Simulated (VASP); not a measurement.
# Ti2RuC3 (I4/mmm) in VASP: single point with PBE

Aim: the single point of Ti2RuC3 with PBE.

Everything below comes from runs of VASP 6.6.1. Logs are shortened: lines on timing, memory, paths and dates and some standing lists are left out, and cuts for length are marked.

### Step 1. The structure

It takes space group I4/mmm (No. 139, tetragonal). Conventional cell: a = 3.056 Å, b = 3.056 Å, c = 12.897 Å, α = 90.00°, β = 90.00°, γ = 90.00°. Ti (site symmetry 4mm) has 6 C at 2.14 to 2.16 Å as nearest neighbours. Ru (site symmetry 4/mmm) has 6 C at 2.15 to 2.16 Å as nearest neighbours. C (site symmetry 4mm) has 5 Ti at 2.14 to 2.16 Å and 1 Ru at 2.15 Å as nearest neighbours. C (site symmetry 4/mmm) is surrounded by 4 Ru at 2.16 Å and 2 Ti at 2.16 Å.

The cell was built by a generator and needn't be a form met in nature.

### Step 2. Single point, PBE

File INCAR:

```
SYSTEM = Ti2RuC3
  PREC = Normal
  ENCUT = 520
  EDIFF = 1E-5
  ISMEAR = 0
  SIGMA = 0.15
  LREAL = Auto
  LASPH = .True.
  NELM = 80
  ALGO = Fast
  ISIF = 2
  LWAVE = .False.
  LCHARG = .False.
  GGA = PE
  KPAR = 4
```

File KPOINTS:

```
regular mesh
0
Gamma
  10 10 10
  0 0 0
```

File POSCAR:

```
Ti2RuC3
1.0
   -1.5277700000      1.5277700000      6.4484500000
    3.0555400000     -3.0555400000     12.8969000000
    1.5277700000      1.5277700000     -6.4484500000
Ti Ru C
4 2 6
Direct
    0.6676550000      0.3338275000      0.0000000000
    0.6676550000      0.8338275000      0.0000000000
    0.3323450000      0.1661725000      0.0000000000
    0.3323450000      0.6661725000      0.0000000000
    0.0000000000      0.0000000000      0.0000000000
    0.0000000000      0.5000000000      0.0000000000
    0.8332790000      0.4166395000      0.0000000000
    0.8332790000      0.9166395000      0.0000000000
    0.1667210000      0.0833605000      0.0000000000
    0.1667210000      0.5833605000      0.0000000000
    0.5000000000      0.2500000000      0.0000000000
    0.5000000000      0.7500000000      0.0000000000
```

Potentials or basis: VASP PAW PBE potentials, release 64 (Ti_sv, Ru_pv, C).

Launch:

```sh
$ cat potpaw_PBE.64/Ti_sv/POTCAR potpaw_PBE.64/Ru_pv/POTCAR potpaw_PBE.64/C/POTCAR > POTCAR
$ mpirun -np 4 vasp_std > vasp.out
```

OUTCAR:

```text
SYSTEM = Ti2RuC3
   PREC = Normal
   ENCUT = 520
   EDIFF = 1E-5
   ISMEAR = 0
   LREAL = Auto
   LASPH = .True.
   NELM = 80
   ISIF = 2
   GGA = PE

 ion  position               nearest neighbor table
   1  0.668  0.334  0.000-   7 2.14  10 2.16   9 2.16  10 2.16   9 2.16  11 2.16   5 3.06   5 3.06
                             6 3.06   6 3.06
   2  0.668  0.834  0.000-   8 2.14   9 2.16  10 2.16   9 2.16  10 2.16  12 2.16   6 3.06   6 3.06
                             5 3.06   5 3.06
   3  0.332  0.166  0.000-   9 2.14   8 2.16   7 2.16   7 2.16   8 2.16  11 2.16   6 3.06   5 3.06
                             6 3.06   5 3.06
   4  0.332  0.666  0.000-  10 2.14   7 2.16   8 2.16   8 2.16   7 2.16  12 2.16   5 3.06   6 3.06
                             5 3.06   6 3.06
   5  0.000  0.000  0.000-   8 2.15   9 2.15  11 2.16  12 2.16  11 2.16  12 2.16   6 3.06   6 3.06
                             1 3.06   4 3.06   3 3.06   1 3.06   4 3.06   2 3.06   3 3.06   2 3.06
   6  0.000  0.500  0.000-   7 2.15  10 2.15  12 2.16  11 2.16  12 2.16  11 2.16   5 3.06   5 3.06
                             2 3.06   3 3.06   4 3.06   2 3.06   3 3.06   1 3.06   4 3.06   1 3.06
   7  0.833  0.417  0.000-   1 2.14   6 2.15   3 2.16   4 2.16   4 2.16   3 2.16
   8  0.833  0.917  0.000-   2 2.14   5 2.15   4 2.16   3 2.16   3 2.16   4 2.16
   9  0.167  0.083  0.000-   3 2.14   5 2.15   1 2.16   1 2.16   2 2.16   2 2.16
  10  0.167  0.583  0.000-   4 2.14   6 2.15   2 2.16   2 2.16   1 2.16   1 2.16
  11  0.500  0.250  0.000-   6 2.16   5 2.16   6 2.16   5 2.16   3 2.16   1 2.16
  12  0.500  0.750  0.000-   5 2.16   6 2.16   5 2.16   6 2.16   4 2.16   2 2.16

  LATTYP: Found a base centered monoclinic cell.
 ALAT       =    13.2539184508
 B/A-ratio  =     0.2305386148
 C/A-ratio  =     0.4610772296
 COS(beta)  =    -0.2305386148

  Lattice vectors:

 A1 = (  -1.5277700000,   1.5277700000,   6.4484500000)
 A2 = (  -1.5277700000,  -1.5277700000,   6.4484500000)
 A3 = (   6.1110800000,   0.0000000000,   0.0000000000)

Analysis of symmetry for initial positions (statically):
=====================================================================
 Subroutine PRICEL returns following result:

  LATTYP: Found a body centered tetragonal cell.
 ALAT       =     3.0555400000
 C/A-ratio  =     4.2208251242

  Lattice vectors:

 A1 = (  -1.5277700000,   1.5277700000,   6.4484500000)
 A2 = (   1.5277700000,  -1.5277700000,   6.4484500000)
 A3 = (   1.5277700000,   1.5277700000,  -6.4484500000)

   2 primitive cells build up your supercell.

 Routine SETGRP: Setting up the symmetry group for a
 base centered monoclinic supercell.

 Subroutine GETGRP returns: Found  4 space group operations
 (whereof  4 operations were pure point group operations)
 out of a pool of  4 trial point group operations.

The static configuration has the point symmetry C_2h.

Analysis of symmetry for dynamics (positions and initial velocities):
=====================================================================
 Subroutine PRICEL returns following result:

  LATTYP: Found a body centered tetragonal cell.
 ALAT       =     3.0555400000
 C/A-ratio  =     4.2208251242

  Lattice vectors:

 A1 = (  -1.5277700000,   1.5277700000,   6.4484500000)
 A2 = (   1.5277700000,  -1.5277700000,   6.4484500000)
 A3 = (   1.5277700000,   1.5277700000,  -6.4484500000)

   2 primitive cells build up your supercell.

 Routine SETGRP: Setting up the symmetry group for a
 base centered monoclinic supercell.

 Subroutine GETGRP returns: Found  4 space group operations
 (whereof  4 operations were pure point group operations)
 out of a pool of  4 trial point group operations.

The dynamic configuration has the point symmetry C_2h.

 Subroutine INISYM returns: Found  4 space group operations
 (whereof  4 operations are pure point group operations),
 and found     2 'primitive' translations

----------------------------------------------------------------------------------------

                                     Primitive cell

  volume of cell :      60.2048

  direct lattice vectors                    reciprocal lattice vectors
[... 32 lines left out ...]
 Generating k-lattice:

  Cartesian coordinates                     Fractional coordinates (reciprocal lattice)
     0.000000000  0.032727439  0.007753801     0.100000000  0.000000000 -0.000000000
     0.016363720  0.000000000  0.003876901     0.000000000  0.100000000 -0.000000000
     0.032727439  0.032727439  0.000000000     0.000000000  0.000000000  0.100000000

  Length of vectors
     0.033633417  0.016816708  0.046283589

  Shift w.r.t. Gamma in fractional coordinates (k-lattice)
     0.000000000  0.000000000  0.000000000

 Subroutine IBZKPT returns following result:
 ===========================================

 Found    282 irreducible k-points:

 Following reciprocal coordinates:
            Coordinates               Weight
  0.000000  0.000000  0.000000      1.000000
  0.100000 -0.000000  0.000000      4.000000
  0.200000 -0.000000  0.000000      4.000000
  0.300000  0.000000  0.000000      4.000000
  0.400000 -0.000000  0.000000      4.000000
  0.500000 -0.000000  0.000000      2.000000
[... 16 lines left out ...]
 -0.400000  0.200000  0.000000      4.000000
 -0.300000  0.200000 -0.000000      4.000000
 [... further k-points ...]
   k-points           NKPTS =    282   k-points in BZ     NKDIM =    282   number of bands    NBANDS=     60
   number of dos      NEDOS =    301   number of ions     NIONS =     12
   total plane-waves  NPLWV = 128000
   dimension x,y,z NGX =    40 NGY =   80 NGZ =   40
   dimension x,y,z NGXF=    80 NGYF=  160 NGZF=   80
   ions per type =               4   2   6
   NGX,Y,Z   is equivalent  to a cutoff of   9.78,  9.78,  9.78 a.u.
   NGXF,Y,Z  is equivalent  to a cutoff of  19.56, 19.56, 19.56 a.u.
 SYSTEM =  Ti2RuC3
   PREC   = normal    normal or accurate (medium, high low for compatibility)
   ISTART =      0    job   : 0-new  1-cont  2-samecut
   ICHARG =      2    charge: 1-file 2-atom 10-const
   ISPIN  =      1    spin polarized calculation?
   LNONCOLLINEAR =      F non collinear calculations
   LSORBIT =      F    spin-orbit coupling
   LASPH  =      T    aspherical Exc in radial PAW
   ENCUT  =  520.0 eV  38.22 Ry    6.18 a.u.  12.64 25.29 12.64*2*pi/ulx,y,z
   NELM   =     80;   NELMIN=  2; NELMDL= -5     # of ELM steps
   EDIFF  = 0.1E-04   stopping-criterion for ELM
   LREAL  =      T    real-space projection
   EDIFFG = 0.1E-03   stopping-criterion for IOM
   NSW    =      0    number of steps for IOM
   IBRION =     -1    ionic relax: 0-MD 1-quasi-New 2-CG
   NFREE  =      0    steps in history (QN), initial steepest desc. (CG)
   ISIF   =      2    stress and relaxation
   ISYM   =      2    0-nonsym 1-usesym 2-fastsym
   POTIM  = 0.5000    time-step for ionic-motion
   TEBEG  =    0.0;   TEEND  =   0.0 temperature during run
   PSTRESS=    0.0 pullay stress
   NELECT =     100.0000    total number of electrons
   NUPDOWN=      -1.0000    fix difference up-down
   EMIN   =  10.00;   EMAX   =-10.00  energy-range for DOS
   EFERMI =   0.00;   METHOD = LEGACY
   ISMEAR =     0;   SIGMA  =   0.15  broadening in eV -4-tet -1-fermi 0-gaus
   EFERMI_NEDOS =   21; number of points for ismear=-14 and -15
   IALGO  =     68    algorithm
   IMIX   =      4    mixing-type and parameters
     AMIX     =   0.40;   BMIX     =  1.00
     AMIX_MAG =   1.60;   BMIX_MAG =  1.00
  volume/ion in A,a.u.               =      10.03        67.71
  Fermi-wavevector in a.u.,A,eV,Ry     =   1.538820  2.907948 32.218134  2.367966
  Thomas-Fermi vector in A             =   2.645135
   LORBIT       =      0    0 simple, 1 ext, 2 COOP (PROOUT), +10 PAW based schemes
   GGA     = PE    functional components
   LHFCALC =     F    Hartree Fock is set to
   AEXX    =    0.0000 exact exchange contribution
   IVDW    =     0    specifies the selected vdW correction
   LEPSILON=     F    determine dielectric tensor
   LRPA    =     F    only Hartree local field effects (RPA)
 non-spin polarized calculation
 RMM-DIIS sequential band-by-band and
 Gauss-broadening in eV      SIGMA  =   0.15
  energy-cutoff  :      520.00
  volume of cell :      120.41
 maximum number of plane-waves:      3272
   NGX = 25   NGY = 51   NGZ = 25

 number of electron     100.0000000 magnetization

 number of electron      99.9999980 magnetization

 Free energy of the ion-electron system (eV)
  ---------------------------------------------------
  ext. energy  EPLUGINS =         0.00000000
  ---------------------------------------------------
  free energy    TOTEN  =      -108.19804101 eV

  energy without entropy =     -108.13142258  energy(sigma->0) =     -108.16473180

 E-fermi :  10.4594     XC(G=0): -13.0709

 val. band max:       10.4586444510   @ k =  -0.4000  -0.3000   0.1000
 cond. band min:      10.4660616179   @ k =  -0.1000  -0.2000   0.1000
 fundamental gap:      0.0074171668
 Fermi energy:        10.4594331007

 k-point     1 :       0.0000    0.0000    0.0000
  band No.  band energies     occupation
      1     -46.3335      2.00000
      2     -46.2806      2.00000
      3     -46.2805      2.00000
      4     -46.2783      2.00000
      5     -33.0482      2.00000
      6     -33.0216      2.00000
[... 1501 lines left out ...]
     59      12.9856      0.00000
     60      13.8090      0.00000

 [... further k-points ...]

------------------------ aborting loop because EDIFF is reached ----------------------------------------

  FORCE on cell =-STRESS in cart. coord.  units (eV):
  Direction    XX          YY          ZZ          XY          YZ          ZX
  --------------------------------------------------------------------------------------
  -------------------------------------------------------------------------------------
  Total        0.1316247      0.0053738     -0.0063579      0.0000000      0.0000000      0.0005054
  in kB        1.7514049      0.0715045     -0.0845991      0.0000000      0.0000000      0.0067243
  external PRESSURE =       0.5794368 kB  Pullay stress =       0.0000000 kB

 VOLUME and BASIS-vectors are now :
 -----------------------------------------------------------------------------
  energy-cutoff  :      520.00
  volume of cell :      120.41
      direct lattice vectors                 reciprocal lattice vectors
    -1.527770000  1.527770000  6.448450000     0.000000000  0.327274393  0.077538013
     3.055540000 -3.055540000 12.896900000     0.163637197  0.000000000  0.038769007
     1.527770000  1.527770000 -6.448450000     0.327274393  0.327274393  0.000000000

 POSITION                                       TOTAL-FORCE (eV/Angst)
 -----------------------------------------------------------------------------------
     -0.00000      0.00000      8.61068         0.000460      0.000000      0.003867
      1.52777     -1.52777     15.05913         0.000460      0.000000      0.003867
      0.00000     -0.00000      4.28622        -0.000460     -0.000000     -0.003867
      1.52777     -1.52777     10.73467        -0.000460     -0.000000     -0.003867
      0.00000      0.00000      0.00000        -0.000000      0.000000      0.000000
      1.52777     -1.52777      6.44845        -0.000000      0.000000      0.000000
      0.00000     -0.00000     10.74672         0.000102     -0.000000     -0.006667
      1.52777     -1.52777     17.19517         0.000102      0.000000     -0.006667
     -0.00000      0.00000      2.15018        -0.000102      0.000000      0.006667
      1.52777     -1.52777      8.59863        -0.000102      0.000000      0.006667
      0.00000      0.00000      6.44845        -0.000000      0.000000      0.000000
      1.52777     -1.52777     12.89690        -0.000000      0.000000      0.000000
 -----------------------------------------------------------------------------------
    total drift:                                0.000000      0.000000     -0.000000

  FREE ENERGIE OF THE ION-ELECTRON SYSTEM (eV)
  ---------------------------------------------------
  free  energy   TOTEN  =      -108.1980410084 eV

  energy  without entropy=     -108.1314225826  energy(sigma->0) =     -108.16473180
```

It took 49 min on 4 MPI ranks of AMD EPYC 9R14 (Zen 4), shared host; peak memory 1.2 GiB.

What came out:

- Free energy: -108.1980 eV
- Pressure: 0.1 GPa
- Largest force: 0.007 eV/Å
- Band gap on the k mesh: none (metal or under the smearing width)

Forces on the atoms (eV/Å):
```
Ti   0.000  0.000  0.004
Ti   0.000  0.000  0.004
Ti   0.000  0.000 -0.004
Ti   0.000  0.000 -0.004
Ru   0.000  0.000  0.000
Ru   0.000  0.000  0.000
C    0.000  0.000 -0.007
C    0.000  0.000 -0.007
C    0.000  0.000  0.007
C    0.000  0.000  0.007
C    0.000  0.000  0.000
C    0.000  0.000  0.000
```

Levels at points of the mesh, in eV from the Fermi level:
```tsv
k point	band 46	band 47	band 48	band 49	band 50	band 51	band 52	band 53	band 54	band 55
(0.00, 0.00, 0.00)	-1.37	-0.72	-0.24	-0.24	-0.20	0.03	0.26	0.94	1.01	1.01
(0.50, 0.00, 0.00)	-0.74	-0.72	-0.68	-0.20	0.01	0.28	1.03	1.05	1.15	1.69
(0.00, 0.50, 0.00)	-1.97	-1.33	-1.33	-0.83	-0.83	0.57	0.57	1.23	1.23	1.86
(0.50, 0.50, 0.00)	-2.33	-0.73	-0.73	-0.15	-0.15	0.21	0.21	1.46	1.46	1.78
(0.50, 0.00, 0.50)	-1.25	-1.19	-0.72	-0.45	-0.45	-0.23	-0.20	1.05	1.60	1.60
(0.50, 0.50, 0.50)	-2.09	-1.22	-1.22	-0.44	-0.44	0.22	0.22	1.22	1.22	1.48
```
